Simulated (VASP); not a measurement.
An input for Ansatz (written as the equivalent of a VASP run, and not itself run):

Ansatz 0.2 input:
```yaml
crystal:
  lattice:
    - [0.0000000, 2.0057807, 2.0057807]
    - [2.0057807, 0.0000000, 2.0057807]
    - [2.0057807, 2.0057807, 0.0000000]
  atoms:
    - { symbol: Al, position: [0.0000000, 0.0000000, 0.0000000] }
kpoints:
  mp_grid: { grid: [14, 14, 14] }
hamiltonian:
  xc: pbesol
  pseudopotentials: { kind: paw }
scf:
  occupations: { method: methfessel_paxton, width: 0.1 }
  max_iter: 100
output: { forces: true, stress: true, eigenvalues: true }
```

Translate this input to VASP (INCAR, KPOINTS, POSCAR, choice of POTCAR).

This is not unique; one that fits is 
File POSCAR:
```
Al
1
    0.0000000000     2.0057806616     2.0057806616
    2.0057806616     0.0000000000     2.0057806616
    2.0057806616     2.0057806616     0.0000000000
Al
1
Direct
  0.0000000000   0.0000000000   0.0000000000
```

### KPOINTS
```
Automatic mesh
0
Gamma
14 14 14
0 0 0
```

INCAR:
```
SYSTEM = Al
PREC = Accurate
ENCUT = 480
EDIFF = 1E-7
NELM = 100
ALGO = Normal
LREAL = .FALSE.
LASPH = .TRUE.
ISMEAR = 1
SIGMA = 0.1
GGA = PS
LWAVE = .FALSE.
LCHARG = .FALSE.
ISIF = 2
```

POTCAR, in this order: Al (PBE.64 set). Program: vasp_std.

Limits of the translation: each code has its own PAW files, so the cut-off isn't converted (ENCUT is set for VASP's; basis.ecutwfc is left out, and Ansatz then takes the one that its files recommend); Ansatz stops its SCF on the density residual and VASP on the energy change (EDIFF).

The compound is Al in the fcc structure. It was relaxed first.
